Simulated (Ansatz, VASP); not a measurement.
# Cross-check of SiGe60H38O (dichlorosilane fragment with one ligand changed to OH on H:Ge(100)-2x1) between VASP and Ansatz

Wanted: the spread between two codes on one cell, functional and k mesh. Of the first pair: The structure shown is the start of the Ansatz relaxation below; VASP solves that cell, so the two are compared at the walk's first step.

Main program and level: Ansatz 0.2.0; plane waves, with VASP 6.6.1 beside it; single point at PBE with D3(BJ).

### 1. The starting structure

The cell holds 100 atoms: 60 Ge, 38 H, 1 Si and 1 O. Its edges and angles: a = 16.292 Å, b = 12.219 Å, c = 23.953 Å, α = 90.0°, β = 90.0°, γ = 90.0°. It derives from Ge (H:Ge(100)-2x1). As first built, before any earlier steps moved the atoms (in the runner's words): diamond Ge(100), 4 x 3 surface cells, five layers, dimers with one H on each atom, bottom capped by H (lattice constants typed as starting values near PBE's), lower atoms held; the bound fragment with one more ligand replaced by OH, eased by MACE. Vacuum lies along c.

### 2. Ansatz: relaxation, PBE with D3(BJ)

Ansatz runs on its default PAW (the set named soft_2) files.

The two programs are compared at the cell with which this relaxation starts, whose forces are those of its first step.

The input, input.yaml:

```yaml
crystal:
  lattice:
    - [16.29174, 0.0, 0.0]
    - [0.0, 12.21881, 0.0]
    - [0.0, 0.0, 23.95266]
  atoms:
    - { symbol: Ge, position: [0.0, 0.0, 0.07887] }
    - { symbol: Ge, position: [0.125, 0.0, 0.13899] }
    - { symbol: Ge, position: [0.12606, 0.16677, 0.19692] }
    - { symbol: Ge, position: [0.0066, 0.16747, 0.26206] }
    - { symbol: Ge, position: [0.05029, 0.00053, 0.31403] }
    - { symbol: Ge, position: [0.0, 0.33333, 0.07887] }
    - { symbol: Ge, position: [0.125, 0.33333, 0.13899] }
    - { symbol: Ge, position: [0.12689, 0.49992, 0.19717] }
    - { symbol: Ge, position: [0.00727, 0.49918, 0.26226] }
    - { symbol: Ge, position: [0.05206, 0.33305, 0.31464] }
    - { symbol: Ge, position: [0.0, 0.66667, 0.07887] }
    - { symbol: Ge, position: [0.125, 0.66667, 0.13899] }
    - { symbol: Ge, position: [0.12652, 0.83332, 0.19693] }
    - { symbol: Ge, position: [0.00708, 0.83317, 0.26202] }
    - { symbol: Ge, position: [0.05038, 0.66621, 0.31429] }
    - { symbol: Ge, position: [0.25, 0.0, 0.07887] }
    - { symbol: Ge, position: [0.375, 0.0, 0.13899] }
    - { symbol: Ge, position: [0.37771, 0.16693, 0.2038] }
    - { symbol: Ge, position: [0.24667, 0.16671, 0.26096] }
    - { symbol: Ge, position: [0.20408, 0.0006, 0.31367] }
    - { symbol: Ge, position: [0.25, 0.33333, 0.07887] }
    - { symbol: Ge, position: [0.375, 0.33333, 0.13899] }
    - { symbol: Ge, position: [0.37729, 0.49977, 0.20286] }
    - { symbol: Ge, position: [0.24745, 0.50019, 0.26143] }
    - { symbol: Ge, position: [0.20602, 0.33325, 0.31414] }
    - { symbol: Ge, position: [0.25, 0.66667, 0.07887] }
    - { symbol: Ge, position: [0.375, 0.66667, 0.13899] }
    - { symbol: Ge, position: [0.37777, 0.8332, 0.2038] }
    - { symbol: Ge, position: [0.24682, 0.83343, 0.26158] }
    - { symbol: Ge, position: [0.2041, 0.66649, 0.3139] }
[... 64 atom lines left out ...]
    - { symbol: H, position: [0.74187, 0.6602, 0.37366] }
    - { symbol: Si, position: [0.50633, 0.3506, 0.4133] }
    - { symbol: O, position: [0.58044, 0.29512, 0.45175] }
    - { symbol: H, position: [0.57086, 0.26631, 0.48911] }
    - { symbol: H, position: [0.49166, 0.46653, 0.43096] }
    - { symbol: H, position: [0.42572, 0.29396, 0.42232] }
kpoints:
  mp_grid: { grid: [1, 1, 1] }
hamiltonian:
  xc: pbe
  dispersion: d3bj
scf:
  occupations: { method: fermi_dirac, width: 0.025 }
output:
  forces: true
relax:
  f_tol: 0.05
  max_steps: 120
  constraints:
    - { sites: [0, 1, 5, 6, 10, 11, 15, 16, 20, 21, 25, 26, 30, 31, 35, 36, 40, 41, 45, 46, 50, 51, 55, 56, 60, 61, 62, 63, 64, 65, 66, 67, 68, 69, 70, 71, 72, 73, 74, 75, 76, 77, 78, 79, 80, 81, 82, 83], fix: xyz }
```

Launch:

```console
$ ansatz run input.yaml --threads 4 --pin off --max-ram 15872MiB --backend cpu --events-out ev --progress --plain --runs-dir out
```

Numbers of over 12 decimals in the logs are rounded to 6 here.

Log:

```text
Engine: ansatz 0.2.0, aarch64-unknown-linux-gnu
Pseudopotentials: kind: paw
Pseudopotential: Ge, paw, valence charge 14, recommended cutoff 420 eV (normal), Ge.paw.azcp
Pseudopotential: H, paw, valence charge 1, recommended cutoff 420 eV (normal), H.paw.azcp
Pseudopotential: Si, paw, valence charge 4, recommended cutoff 420 eV (normal), Si.paw.azcp
Pseudopotential: O, paw, valence charge 6, recommended cutoff 420 eV (normal), O.paw.azcp
Functional definition: PBE
  parameter kappa = 0.804
  parameter beta = 0.066725
  exchange = pbe_x(kappa = kappa, mu = beta*pi^2/3)
  correlation = pbe_c(beta = beta)
Crystal: 100 atoms, lattice volume = 4768.152 Å³
Basis set: ecut = 420 eV, 93107 PW (Γ), exchange–correlation on 240×180×324 points (8 copies of the dense FFT grid, shifted against one another)
Bands: 544, of which v1, the nominal top of the filled ones, is band 444 counted from 1 (443 counted from 0)
Symmetry: 1 space group operations
Space group: P1 (ITA 1), of the structure as read, at distance tolerance 1.7e-4 Å
k-points: 1
Non-local potential: Ge, projectors of the file, l = 0: 2, l = 1: 2, l = 2: 3, l = 3: 1
Non-local potential: H, projectors of the file, l = 0: 2, l = 1: 1
Non-local potential: Si, projectors of the file, l = 0: 2, l = 1: 2, l = 2: 2
Non-local potential: O, projectors of the file, l = 0: 2, l = 1: 2, l = 2: 1
PAW form: soft (Blöchl's): semilocal exchange-correlation on the pseudo side does not see the compensation charge
PAW one-centre angular grid: Ge, 590 points (default); XC on 64 Gauss nodes
PAW one-centre angular grid: H, 110 points (default); XC on 64 Gauss nodes
PAW one-centre angular grid: Si, 110 points (default); XC on 64 Gauss nodes
PAW one-centre angular grid: O, 110 points (default); XC on 64 Gauss nodes
Initial density: superposition of atomic densities (neutral atoms: chi_scale 0, normalization atom), corrected by the library's trained network
Initial wavefunctions: pseudopotential atomic-orbital guess
Functional: x = pbe(κ = 0.804, μ = 0.219515), c = pbe(β = 0.066725)
SCF iter   1: F=—  HF=-259502.955002 eV  |F-HF|=—  |Δ(HF+E_count)|=         —  Δρ=1.74e-3  dr2=6.54e-1  ethr=1.77e-3  ⟨swp⟩=6.0  Hψ=2025  notcnv=0  defer=38
preconditioner: auto → Resta (q_TF=auto, 2.062 Å⁻¹)  ε∞=1.6  [insulator: Δε(μ)=1.005 eV  Ē_g=21.604 eV  σ=0.025 eV  W_gap=1.00  n_scr=708 (ndim 8)  ℏωp=16.0 eV  f_vac=0.619  D(μ)=0.00/eV (n_scr^D=0)  ε∞_Penn≈1.6  vacuum switching on, ρ_ref=3.4e-2 e/Å³]
SCF iter   2: F=—  HF=-259502.930230 eV  |F-HF|=—  |Δ(HF+E_count)|=   2.48e-2  Δρ=1.45e-3  dr2=6.68e-1  ethr=7.37e-5  ⟨swp⟩=3.0  Hψ=742  notcnv=0  defer=94
SCF iter   3: F=—  HF=-259502.860713 eV  |F-HF|=—  |Δ(HF+E_count)|=   6.95e-2  Δρ=7.07e-4  dr2=1.62e-1  ethr=7.37e-5  ⟨swp⟩=6.0  Hψ=558  notcnv=0  defer=95
SCF iter   4: F=—  HF=-259502.848930 eV  |F-HF|=—  |Δ(HF+E_count)|=   1.18e-2  Δρ=3.89e-4  dr2=3.42e-2  ethr=1.83e-5  ⟨swp⟩=3.0  Hψ=649  notcnv=0  defer=93
SCF iter   5: F=—  HF=-259502.847306 eV  |F-HF|=—  |Δ(HF+E_count)|=   1.62e-3  Δρ=1.70e-4  dr2=2.29e-3  ethr=3.85e-6  ⟨swp⟩=2.0  Hψ=533  notcnv=0  defer=93
SCF iter   6: F=—  HF=-259502.847486 eV  |F-HF|=—  |Δ(HF+E_count)|=   1.80e-4  Δρ=6.70e-5  dr2=2.07e-4  ethr=2.58e-7  ⟨swp⟩=2.0  Hψ=581  notcnv=0  defer=93
SCF iter   7: F=—  HF=-259502.847613 eV  |F-HF|=—  |Δ(HF+E_count)|=   1.27e-4  Δρ=2.22e-5  dr2=8.98e-5  ethr=2.33e-8  ⟨swp⟩=2.0  Hψ=958  notcnv=0  defer=93
SCF iter   8: F=-259502.847608 eV  HF=-259502.847610 eV  |F-HF|=2.00e-6  |Δ(HF+E_count)|=   2.51e-6  Δρ=1.09e-5  dr2=8.90e-6  ethr=7.04e-9  ⟨swp⟩=4.0  Hψ=1403  notcnv=0
SCF 1 converged in 8 iterations: F = -259502.847608 eV  dr2 = 8.90e-6
  greatest PAW one-centre occupation: 0.998 electrons in one spin orbital (limit 2), on the Ge atom at site 15 (counted from 0), in its partial waves of l = 2
relax step   1: F+E_penalty+E_count = -259502.84760847 eV  Δ(F+E_penalty+E_count) = +0.000e0 eV  max|allowed force component| = 4.144e-1 eV/Å  Δτ_max = 0.0000 Å  (8 SCF iters, dr2 threshold 6.25e-5 eV, accepted)
Initial density: handed on by an earlier stage of this run
Initial wavefunctions: those handed on with the density
iter 1 solved again at ethr=1.40e-4 eV; its pass at ethr=3.10e-3 eV (dr2=1.24e0 eV) is discarded
SCF iter   1: F=—  HF=-259503.579064 eV  |F-HF|=—  |Δ(HF+E_count)|=         —  Δρ=7.19e-3  dr2=1.28e0  ethr=1.40e-4  ⟨swp⟩=2.0  Hψ=1723  notcnv=0  defer=93
preconditioner: auto → Resta (q_TF=auto, 2.062 Å⁻¹)  ε∞=1.5  [insulator: Δε(μ)=1.225 eV  Ē_g=21.664 eV  σ=0.025 eV  W_gap=1.00  n_scr=708 (ndim 8)  ℏωp=16.0 eV  f_vac=0.626  D(μ)=0.00/eV (n_scr^D=0)  ε∞_Penn≈1.5  vacuum switching on, ρ_ref=3.4e-2 e/Å³]
SCF iter   2: F=—  HF=-259503.469150 eV  |F-HF|=—  |Δ(HF+E_count)|=   1.10e-1  Δρ=3.27e-3  dr2=3.70e-1  ethr=1.40e-4  ⟨swp⟩=3.0  Hψ=605  notcnv=0  defer=93
[...]
atom  78  H     -0.06238011     0.19639818    -0.05400985
  atom  79  H      0.06577262     0.19026062    -0.05613551
  atom  80  H      0.06351293    -0.19530907    -0.05391834
  atom  81  H      0.06244154     0.19438020    -0.05362062
  atom  82  H      0.06199677    -0.19554777    -0.05292526
  atom  83  H      0.06618745    -0.18872958    -0.05596812
  atom  84  H      0.06348013     0.19531925    -0.05377962
  atom  85  H     -0.00033684     0.00009018    -0.00029852
  atom  86  H      0.00014307    -0.00003263     0.00046618
  atom  87  H     -0.00024795    -0.00010747    -0.00019811
  atom  88  H     -0.00039565    -0.00001770    -0.00009133
  atom  89  H     -0.00135396     0.00013349     0.00027921
  atom  90  H     -0.00043040    -0.00007990     0.00002770
  atom  91  H     -0.00013119     0.00000342     0.00060811
  atom  92  H      0.00025902     0.00002508    -0.00045793
  atom  93  H     -0.00002185     0.00007782    -0.00025481
  atom  94  H     -0.00066210    -0.00034293    -0.00074547
  atom  95  H      0.00002168     0.00014761     0.00022039
  atom  96  Si    -0.01760574    -0.00357176     0.02729028
  atom  97  O      0.00579361    -0.00865357    -0.00451625
  atom  98  H     -0.00952983     0.02555784    -0.01554099
  atom  99  H     -0.00248652    -0.00889335    -0.00651963
  atom 100  H      0.02721781    -0.00391609    -0.00361287
  max |Σ_I F_I| component: 3.13e-4 eV/Å
--- Relaxed structure (17 steps of the walk, 17 accepted, 0 SCFs on fresh bases) ---
  F+E_penalty+E_count = -259503.54535362 eV   max|allowed force component| = 2.729e-2 eV/Å
  atoms:
    - { symbol: Ge, position: [0.0, 0.0, 0.07887] }
    - { symbol: Ge, position: [0.125, 0.0, 0.13899] }
    - { symbol: Ge, position: [0.125010, 0.166683, 0.193577] }
    - { symbol: Ge, position: [0.00571729, 0.166681, 0.256145] }
    - { symbol: Ge, position: [0.047260, -1.6756468461367236e-5, 0.307009] }
    - { symbol: Ge, position: [0.0, 0.333330, 0.07887] }
    - { symbol: Ge, position: [0.125, 0.333330, 0.13899] }
    - { symbol: Ge, position: [0.125057, 0.499979, 0.193584] }
    - { symbol: Ge, position: [0.00576607, 0.499968, 0.256149] }
    - { symbol: Ge, position: [0.047228, 0.333316, 0.307066] }
    - { symbol: Ge, position: [0.0, 0.666670, 0.07887] }
    - { symbol: Ge, position: [0.125, 0.666670, 0.13899] }
    - { symbol: Ge, position: [0.124969, 0.833334, 0.193551] }
    - { symbol: Ge, position: [0.00568342, 0.833335, 0.256107] }
    - { symbol: Ge, position: [0.047255, 0.666682, 0.307013] }
    - { symbol: Ge, position: [0.25, 0.0, 0.07887] }
    - { symbol: Ge, position: [0.375, 0.0, 0.13899] }
    - { symbol: Ge, position: [0.374972, 0.166705, 0.200136] }
    - { symbol: Ge, position: [0.244313, 0.166713, 0.256139] }
    - { symbol: Ge, position: [0.202885, -2.7452107537006807e-5, 0.306984] }
    - { symbol: Ge, position: [0.25, 0.333330, 0.07887] }
    - { symbol: Ge, position: [0.375, 0.333330, 0.13899] }
    - { symbol: Ge, position: [0.374930, 0.499982, 0.200084] }
    - { symbol: Ge, position: [0.244340, 0.499932, 0.256186] }
[...]
- { symbol: Ge, position: [0.874969, 0.500010, 0.200187] }
    - { symbol: Ge, position: [0.744208, 0.500084, 0.256196] }
    - { symbol: Ge, position: [0.702575, 0.333334, 0.306984] }
    - { symbol: Ge, position: [0.75, 0.666670, 0.07887] }
    - { symbol: Ge, position: [0.875, 0.666670, 0.13899] }
    - { symbol: Ge, position: [0.874822, 0.833343, 0.200226] }
    - { symbol: Ge, position: [0.744003, 0.833517, 0.256208] }
    - { symbol: Ge, position: [0.702510, 0.666723, 0.307012] }
    - { symbol: H, position: [0.0, 0.102910, 0.041750] }
    - { symbol: H, position: [0.0, 0.897090, 0.041750] }
    - { symbol: H, position: [0.0, 0.436240, 0.041750] }
    - { symbol: H, position: [0.0, 0.230430, 0.041750] }
    - { symbol: H, position: [0.0, 0.563760, 0.041750] }
    - { symbol: H, position: [0.0, 0.769570, 0.041750] }
    - { symbol: H, position: [0.25, 0.102910, 0.041750] }
    - { symbol: H, position: [0.25, 0.897090, 0.041750] }
    - { symbol: H, position: [0.25, 0.436240, 0.041750] }
    - { symbol: H, position: [0.25, 0.230430, 0.041750] }
    - { symbol: H, position: [0.25, 0.563760, 0.041750] }
    - { symbol: H, position: [0.25, 0.769570, 0.041750] }
    - { symbol: H, position: [0.5, 0.897090, 0.041750] }
    - { symbol: H, position: [0.5, 0.102910, 0.041750] }
    - { symbol: H, position: [0.5, 0.230430, 0.041750] }
    - { symbol: H, position: [0.5, 0.436240, 0.041750] }
    - { symbol: H, position: [0.5, 0.769570, 0.041750] }
    - { symbol: H, position: [0.5, 0.563760, 0.041750] }
    - { symbol: H, position: [0.75, 0.897090, 0.041750] }
    - { symbol: H, position: [0.75, 0.102910, 0.041750] }
    - { symbol: H, position: [0.75, 0.230430, 0.041750] }
    - { symbol: H, position: [0.75, 0.436240, 0.041750] }
    - { symbol: H, position: [0.75, 0.769570, 0.041750] }
    - { symbol: H, position: [0.75, 0.563760, 0.041750] }
[...]
- { symbol: H, position: [0.515363, 1.000004, 0.368433] }
    - { symbol: H, position: [0.515901, 0.666078, 0.368203] }
    - { symbol: H, position: [0.733469, 0.999920, 0.368558] }
    - { symbol: H, position: [0.733003, 0.333642, 0.368492] }
    - { symbol: H, position: [0.733262, 0.666519, 0.368443] }
    - { symbol: Si, position: [0.491145, 0.338889, 0.398747] }
    - { symbol: O, position: [0.519120, 0.222861, 0.430109] }
    - { symbol: H, position: [0.504170, 0.212979, 0.468903] }
    - { symbol: H, position: [0.521667, 0.437140, 0.430117] }
    - { symbol: H, position: [0.399305, 0.348305, 0.394562] }
```

### 3. VASP: single point, PBE with D3(BJ), start cell, pair 1

The same cell, functional, mesh and smearing now go to VASP, with its own data sets.

Lines of VASP's logs that name or quote its potential files are left out, and so is its time.

The input, INCAR:

```
SYSTEM = SiGe60H38O
PREC = Accurate
ENCUT = 520
EDIFF = 1E-06
NELM = 120
ISMEAR = -1
SIGMA = 0.025
LREAL = Auto
ALGO = Normal
GGA = PE
IVDW = 12
NBANDS = 520
LORBIT = 11
LWAVE = .FALSE.
LCHARG = .FALSE.
ISIF = 2
LASPH = .TRUE.
GGA_COMPAT = .FALSE.
EFERMI = MIDGAP
NCORE = 2
```

The input, POSCAR:

```
SiGe60H38O
1.0
   16.2917400000      0.0000000000      0.0000000000
    0.0000000000     12.2188100000      0.0000000000
    0.0000000000      0.0000000000     23.9526600000
Ge H Si O
60 38 1 1
Direct
    0.0000000000      0.0000000000      0.0788680673
    0.1250019949      0.0000000000      0.1389908261
    0.1260577446      0.1667674675      0.1969217615
    0.0065984358      0.1674713004      0.2620585772
    0.0502892877      0.0005319667      0.3140319280
    0.0000000000      0.3333303325      0.0788680673
    0.1250019949      0.3333303325      0.1389908261
    0.1268925235      0.4999177498      0.1971680807
    0.0072674865      0.4991811805      0.2622589725
    0.0520570547      0.3330520730      0.3146414636
    0.0000000000      0.6666688491      0.0788680673
    0.1250019949      0.6666688491      0.1389908261
    0.1265181006      0.8333217392      0.1969301113
    0.0070772060      0.8331662412      0.2620210031
    0.0503813589      0.6662105393      0.3142907719
    0.2499978517      0.0000000000      0.0788680673
    0.3749998465      0.0000000000      0.1389908261
    0.3777128778      0.1669311496      0.2038019994
    0.2466710124      0.1667101788      0.2609605781
    0.2040788768      0.0005974395      0.3136687115
    0.2499978517      0.3333303325      0.0788680673
    0.3749998465      0.3333303325      0.1389908261
    0.3772893503      0.4997704359      0.2028584717
    0.2474505486      0.5001878252      0.2614281671
    0.2060185100      0.3332484915      0.3141404754
    0.2499978517      0.6666688491      0.0788680673
    0.3749998465      0.6666688491      0.1389908261
    0.3777681205      0.8331989776      0.2038019994
    0.2468183263      0.8334281325      0.2615784635
    0.2040972910      0.6664887988      0.3138983311
[... 64 atom lines left out ...]
    0.7418728755      0.6602034077      0.3736620484
    0.5708598345      0.2663107127      0.4891106040
    0.4916601910      0.4665266094      0.4309583988
    0.4257187998      0.2939566128      0.4223205272
    0.5063302017      0.3505987899      0.4132985648
    0.5804413770      0.2951187554      0.4517494090
```

The input, KPOINTS:

```
Automatic mesh
0
Gamma
1 1 1
0 0 0
```

The projector-augmented-wave data sets are Ge_d, H, Si and O (PBE family, release 64).

Launch:

```console
$ mpirun -np 8 vasp_gam
```

Log:

```text
[banner, memory and clock lines left out]
running    8 mpi-ranks, on    1 nodes
[...]
LDA part: xc-table for (Slater+PW92), standard interpolation
 POSCAR, INCAR and KPOINTS ok, starting setup
[...]
entering main loop
       N       E                     dE             d eps       ncg     rms          rms(c)
DAV:   1     0.135970698477E+05    0.13597E+05   -0.43840E+05  1160   0.316E+03
DAV:   2     0.268274281545E+04   -0.10914E+05   -0.10702E+05  1312   0.791E+02
DAV:   3    -0.711839329730E+02   -0.27539E+04   -0.26439E+04  1456   0.258E+02
DAV:   4    -0.393722397425E+03   -0.32254E+03   -0.31812E+03  1208   0.969E+01
[...]
DAV:  30    -0.396551642636E+03   -0.37295E-05   -0.16142E-07   696   0.196E-03    0.346E-04
DAV:  31    -0.396551644284E+03   -0.16480E-05   -0.13824E-07   696   0.151E-03    0.222E-04
DAV:  32    -0.396551644780E+03   -0.49570E-06   -0.52053E-08   680   0.111E-03
   1 F= -.41016395E+03 E0= -.41016395E+03  d E =-.771118E-08
```

OUTCAR, selected parts (step 3):

```text
  FREE ENERGIE OF THE ION-ELECTRON SYSTEM (eV)
  ---------------------------------------------------
  free  energy   TOTEN  =      -410.1639537136 eV

  energy  without entropy=     -410.1639537059  energy(sigma->0) =     -410.16395371
```

### 4. Differences

Known differences besides the potentials themselves: the cutoff is 420 eV in Ansatz and 520 eV in VASP (PREC = Accurate, projectors in real space). Total energies have different zeros and are not compared.

Forces on 10 of the 100 atoms, those with the largest forces and the largest differences (eV/Å; atoms numbered as in POSCAR):

```
atom         Ansatz x, y, z           VASP x, y, z
Ge16   -0.263, 0.002, 0.594   -0.263, 0.002, 0.560
Ge21  -0.261, -0.022, 0.593  -0.260, -0.023, 0.558
Ge26   -0.252, 0.005, 0.592   -0.252, 0.006, 0.557
Ge36    0.199, 0.008, 0.587    0.199, 0.008, 0.552
Ge46   -0.235, 0.015, 0.592   -0.235, 0.015, 0.558
Ge51  -0.243, -0.043, 0.588  -0.244, -0.043, 0.553
Ge56   -0.254, 0.004, 0.586   -0.254, 0.004, 0.551
 H96  -0.119, 0.207, -0.394  -0.101, 0.166, -0.307
Si99  -0.163, -0.090, 0.231  -0.199, -0.060, 0.188
O100   0.170, -0.224, 0.221   0.174, -0.210, 0.180
```

The forces differ by 15 meV/Å r.m.s., which is 7.8 % of the r.m.s. force of 0.197 eV/Å (both taken over all components). With vacuum in the cell, a pressure given here is an average over mostly empty space and none of the material.

(Part 1 of 2 ends here.)

[Lines on the potential files, build, host, timing and source positions are cut from VASP's logs without a mark.]

[Logs are printed without paths, hosts, clocks, repeated set-up lines and the standing remarks that a program may print on its own settings, such as how far it seeks lower states.]

[Hosts, paths, dates, database ids (printed as entryN), source tags and the programs' standing remarks are cut or masked in the printed files.]
